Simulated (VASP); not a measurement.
Computed with PBE GGA, VASP's PBE PAW potentials (set 64) (plane waves; VASP).

VASP input:

### POSCAR
```
Dy
1
    1.7893940000    -3.1207340000     0.0000000000
    1.7893940000     3.1207340000     0.0000000000
    0.0000000000     0.0000000000     5.5930390000
Dy
2
Direct
  0.3333330000   0.6666670000   0.2500000000
  0.6940780000   0.3607440000   0.7500000000
```

INCAR:
```
ALGO = Normal
EDIFF = 1E-6
ENCUT = 750
GGA = PE
ISIF = 2
ISMEAR = 1
LASPH = T
LCHARG = F
LMAXMIX = 6
LREAL = F
LWAVE = F
NELM = 100
PREC = Accurate
SIGMA = 0.1
SYSTEM = Dy
```

File KPOINTS:
```
Automatic mesh
0
Gamma
11 11 6
0 0 0
```

POTCAR, in this order: Dy_3 (PBE.64 set). Program: vasp_std.

What will the output report for the number of irreducible k-points (NKPTS), number of bands (NBANDS), largest plane-wave count, number of space-group operations, FFT grid (NGX, NGY, NGZ)?

```json
{
 "number of irreducible k-points (NKPTS)": "244",
 "number of bands (NBANDS)": "13",
 "largest_plane_wave_count": "2942",
 "number_of_space_group_operations": "4",
 "FFT grid (NGX, NGY, NGZ)": "32 × 32 × 50"
}
```

The compound is Dy in the hcp structure. The cell was not relaxed at this level, atoms are displaced from their ideal sites. The run is one of a series of settings (ENCUT = 750 against the base run), some of them coarse on purpose. The 4f electrons are frozen in the core of the lanthanide potential, so 4f levels, which can set the real gap, and their magnetism are missing.
